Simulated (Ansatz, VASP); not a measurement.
# ZrB2: VASP beside Ansatz, part 2 of 2

Wanted: the spread between two codes on one cell, functional and k mesh. The cell is taken from a series of runs on this material, whose earlier steps may have relaxed, scaled, displaced or heated it; both programs get it as it stands.

VASP 6.6.1 and Ansatz 0.2.0.

So far: The structure; VASP: zone-centre phonons, PBEsol.

## 3. Ansatz: zone-centre phonons, PBEsol

Level of this step: Ansatz beside VASP: Kohn-Sham DFT, plane waves, PBEsol (Ansatz).

Ansatz runs on its default PAW (the set named soft_2) files.

The same cell, functional, mesh and smearing now go to Ansatz, which takes its cutoff from its data sets.

input.yaml reads:

```yaml
crystal:
  lattice:
    - [3.17, 0.0, 0.0]
    - [-1.585, 2.74530053, 0.0]
    - [0.0, 0.0, 3.533]
  atoms:
    - { symbol: Zr, position: [0.0, 0.0, 0.0] }
    - { symbol: B, position: [0.3333333333, 0.6666666667, 0.5] }
    - { symbol: B, position: [0.6666666667, 0.3333333333, 0.5] }
kpoints:
  mp_grid: { grid: [18, 18, 14] }
hamiltonian:
  xc: pbesol
scf:
  occupations: { method: methfessel_paxton, width: 0.2 }
output:
  eigenvalues: true
phonons:
  method: dfpt
```

Command:

```console
$ ansatz run input.yaml --threads 8 --pin off --max-ram 14336MiB --backend cpu --events-out ev --progress --plain --runs-dir out
```

Numbers of over 12 decimals in the logs are rounded to 6 here.

Output:

```text
zone centre: on kpoints.mp_grid the ground state, and the responses unless they are solved on pairs of k-points, stand on 728 of the mesh's 4536 k-points, reduced under 4 symmetry operations, with k and −k counted as one. Each operation leaves every solved displacement unchanged or reverses it
Engine: ansatz 0.2.0, x86_64-unknown-linux-gnu
Pseudopotentials: kind: paw
Pseudopotential: Zr, paw, valence charge 12, recommended cutoff 420 eV (normal), Zr.paw.azcp
Pseudopotential: B, paw, valence charge 3, recommended cutoff 420 eV (normal), B.paw.azcp
Functional definition: PBEsol
  exchange = pbesol_x
  correlation = pbesol_c
Crystal: 3 atoms, lattice volume = 30.746 Å³
Basis set: ecut = 420 eV, 575 PW (Γ), exchange–correlation on 48×48×48 points (8 copies of the dense FFT grid, shifted against one another)
Bands: 13, of which v1, the nominal top of the filled ones, is band 9 counted from 1 (8 counted from 0)
Symmetry: 24 space group operations
k-points: 728 of 4536 (irreducible under 4 space group operations, time reversal used)
Non-local potential: Zr, projectors of the file, l = 0: 3, l = 1: 2, l = 2: 2, l = 3: 2
Non-local potential: B, projectors of the file, l = 0: 2, l = 1: 2, l = 2: 1
PAW form: soft (Blöchl's): semilocal exchange-correlation on the pseudo side does not see the compensation charge
PAW frozen core: Zr, regenerated for the run's functional, and the local potential with it (the file was generated under x = pbe(κ = 0.804, μ = 0.219515), c = pbe(β = 0.066725))
PAW frozen core: B, regenerated for the run's functional, and the local potential with it (the file was generated under x = pbe(κ = 0.804, μ = 0.219515), c = pbe(β = 0.066725))
PAW one-centre angular grid: Zr, 590 points (default); XC on 64 Gauss nodes
PAW one-centre angular grid: B, 110 points (default); XC on 64 Gauss nodes
Initial density: superposition of atomic densities (neutral atoms: chi_scale 0, normalization atom), corrected by the library's trained network
Initial wavefunctions: pseudopotential atomic-orbital guess
Functional: x = pbesol(κ = 0.804, μ = 0.123457), c = pbesol(β = 0.046)
SCF iter   1: F=—  HF=-4437.216730 eV  |F-HF|=—  |Δ(HF+E_count)|=         —  Δρ=5.06e-3  dr2=1.30e-2  ethr=1.77e-3  ⟨swp⟩=4.8  Hψ=45498  notcnv=0
preconditioner: auto → none  [metal: Δε(μ)=0.044 eV  Ē_g=8.808 eV  σ=0.200 eV  W_gap=0.19  n_scr=8 (ndim 8)  ℏωp=21.2 eV  f_vac=0.000  D(μ)=0.32/eV (n_scr^D=0)  sad-step TF]
SCF iter   2: F=—  HF=-4437.214755 eV  |F-HF|=—  |Δ(HF+E_count)|=   1.98e-3  S|Δr|=    0.00e0  Δρ=3.42e-3  dr2=6.83e-3  ethr=7.20e-5  ⟨swp⟩=1.0  Hψ=15288  notcnv=0
SCF iter   3: F=—  HF=-4437.212862 eV  |F-HF|=—  |Δ(HF+E_count)|=   1.89e-3  S|Δr|=    0.00e0  Δρ=8.54e-4  dr2=1.70e-4  ethr=3.80e-5  ⟨swp⟩=2.0  Hψ=13041  notcnv=0
SCF iter   4: F=—  HF=-4437.212804 eV  |F-HF|=—  |Δ(HF+E_count)|=   5.80e-5  S|Δr|=    0.00e0  Δρ=2.08e-4  dr2=5.09e-6  ethr=9.43e-7  ⟨swp⟩=2.3  Hψ=15302  notcnv=0
SCF iter   5: F=—  HF=-4437.212803 eV  |F-HF|=—  |Δ(HF+E_count)|=   1.01e-6  S|Δr|=    0.00e0  Δρ=4.06e-5  dr2=4.13e-7  ethr=2.83e-8  ⟨swp⟩=2.0  Hψ=15907  notcnv=0
SCF iter   6: F=—  HF=-4437.212802 eV  |F-HF|=—  |Δ(HF+E_count)|=   5.21e-7  S|Δr|=    0.00e0  Δρ=9.36e-6  dr2=1.72e-8  ethr=2.29e-9  ⟨swp⟩=2.0  Hψ=14998  notcnv=0
SCF iter   7: F=—  HF=-4437.212802 eV  |F-HF|=—  |Δ(HF+E_count)|=   6.97e-9  S|Δr|=    0.00e0  Δρ=6.09e-7  dr2=4.31e-11  ethr=9.53e-11  ⟨swp⟩=2.0  Hψ=16009  notcnv=0
SCF iter   8: F=-4437.212802 eV  HF=-4437.212802 eV  |F-HF|=1.82e-12  |Δ(HF+E_count)|=  9.09e-13  S|Δr|=    0.00e0  Δρ=5.83e-8  dr2=2.74e-13  ethr=1.00e-12  ⟨swp⟩=5.2  Hψ=37065  notcnv=0
the search or the solves at the SCF's close seem to have found levels that the self-consistency loop had missed (the run counts 2). By its estimate they hold under 1e-12 electrons; where the run keeps them, the occupations were computed again with them
SCF 1 converged in 8 iterations: F = -4437.212802 eV  dr2 = 2.74e-13
  greatest PAW one-centre occupation: 0.996 electrons in one spin orbital (limit 2), on the Zr atom at site 0 (counted from 0), in its partial waves of l = 0
DFPT response loops at Γ: preconditioner auto → Kerker (q_TF=auto, 2.495 Å⁻¹) (partly filled bands, converged f_vac=0.000); β = 1.00, the filter's whole step (`scf.mixing.beta` (0.50) is not read by the response loops under this deck's `scf.mixing.preconditioner`; to damp them name `kerker` or `kerker_dos`, under which they read `scf.mixing.beta`, and type it under 1.00, their step now; both keys bind the ground state too); Broyden in place of MSR1
SCF converged after 8 iterations
Stability not checked: this state was not tested for a lower state beside it, because cold or Methfessel-Paxton smearing, or corrected tetrahedra, fill the levels in a way that the test cannot read (fill_not_monotonic; see scf.lower_state_search)
Free energy (F): -4437.212802 eV
Harris-Foulkes:  -4437.212802 eV  (|F-HF|=1.82e-12)
Internal energy: -4437.212323 eV  (E = F + TS)
E sigma→0 (E₀):  -4437.212682 eV
Entropy (-TS):   -0.000479 eV (-0.160 meV/atom)
Fermi energy:    15.746559 eV
--- Per-component energies (eV) ---
  E_band       = -26.182104
  E_kinetic    = 434.736832
  E_local      = -558.004863  (includes V_loc(G=0)·N_el)
  E_nonlocal   = 102.221068
  E_hartree    = 175.994890
  E_xc         = -227.453229
  E_vxc        = -270.570485  (∫ρ·V_xc dr)
  E_paw        = -3050.717559  (= ΣΔE_a)
  E_vpaw       = -86.554443  (= ΣTr[D̂ρ^β])
  E_aug_tail   = 0.000015  (compensation charges beyond the density's cutoff)
  E_ewald      = -1314.184620
  E_core_change = 0.195142  (= ΣΔE_core)
  E_smearing   = -0.000479  (= −TS)
  E_closure    = -0.000000  (closes the sum)
  Σ components = -4437.212802   (vs F -4437.212802, Δ=0.00e0)
--- Band table (eV; the first three rows and the last of 728) ---
  k-point 0: bands = [... 5 lower, 13.0699, 13.0699, 13.0719, 13.3714, 19.0818, 19.0818, 19.8854, 19.8854]
  k-point 1: bands = [... 5 lower, 12.4523, 13.1182, 13.1182, 13.9653, 18.6491, 18.6491, 19.7250, 19.7250]
  k-point 2: bands = [... 5 lower, 11.6787, 13.2616, 13.2616, 14.6754, 17.9288, 17.9288, 19.2872, 19.2872]
  k-point 727: bands = [... 5 lower, 8.4328, 10.9766, 12.3626, 13.0453, 19.2997, 20.6869, 20.9539, 21.9144]
--- Phonons (Γ-DFPT): 4 representative perturbations + reference, on 728 of 4536 k-points (Σ response iterations 12) ---
  k mesh reduced under 4 symmetry operations, with k and −k counted as one. Each operation leaves every solved displacement unchanged or reverses it
  ASR residual: 4.520e-5 → 0.000e0 eV/Å²; symmetrization residual: 2.389e-7 eV/Å²
  ASR residual per site (eV/Å²): 4.52e-5 4.81e-6 4.81e-6
  Γ frequencies (cm⁻¹): 0.00 0.00 0.00 450.13 450.13 465.05 548.68 767.09 767.09
  non-analytic LO–TO correction: not included (Born effective charges unavailable; polar crystals: no LO–TO splitting at Γ)
```

## 4. Differences

Known differences besides the potentials themselves: the cutoff is 420 eV in Ansatz and 500 eV in VASP; Ansatz makes its cores anew for this functional, VASP keeps those of its PBE data sets. Total energies have different zeros and are not compared.

Both answers:

```
                  quantity  Ansatz   VASP  difference
optical mode 1 to 2 (cm⁻¹)   450.1  451.0     -0.20 %
     optical mode 3 (cm⁻¹)   465.1  467.1     -0.44 %
     optical mode 4 (cm⁻¹)   548.7  549.5     -0.15 %
optical mode 5 to 6 (cm⁻¹)   767.1  769.6     -0.33 %
```

Modes are paired by rising frequency, not by their patterns, so a pair may set unlike modes beside each other; they are those without the splitting of longitudinal modes.

## 5. Results

| Quantity | Value |
| --- | --- |
| r.m.s. difference of the optical zone-centre modes, each program's sorted by frequency (zone-centre phonons, PBEsol) | 1.8 cm⁻¹ |

What this shows: The r.m.s. difference of the optical zone-centre modes, each program's sorted by frequency is 1.8 cm⁻¹ (zone-centre phonons, PBEsol). How closely two codes agree says nothing of how well the functional describes the real material.

[Lines on the potential files, build, host, timing and source positions are cut from VASP's logs without a mark.]

[Logs are printed without paths, hosts, clocks, repeated set-up lines and the standing remarks that a program may print on its own settings, such as how far it seeks lower states.]

[Hosts, paths, dates, database ids (printed as entryN), source tags and the programs' standing remarks are cut or masked in the printed files.]
